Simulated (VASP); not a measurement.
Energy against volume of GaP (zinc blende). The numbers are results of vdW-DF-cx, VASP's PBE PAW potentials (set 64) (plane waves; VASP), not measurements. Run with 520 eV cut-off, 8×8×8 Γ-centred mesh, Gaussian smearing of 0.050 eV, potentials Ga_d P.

```csv
V (Å³/atom),E (eV/atom)
19.628,-2.32493
20.235,-2.32992
20.842,-2.32544
21.449,-2.31291
```

Q: Fit these four points and predict the energy of the run at 19.021 Å³/atom.

A: A cubic in V^(−2/3), the third-order Birch-Murnaghan form, passes through the four points with V0 = 20.23 Å³/atom and B0 = 83 GPa, and gives -2.3088 eV/atom there. The run gave -2.3087 eV/atom, +0.0 meV/atom from the fit; all five points give B0 = 83 GPa.

The compound is GaP in the zinc blende structure. The cell was not relaxed at this level.
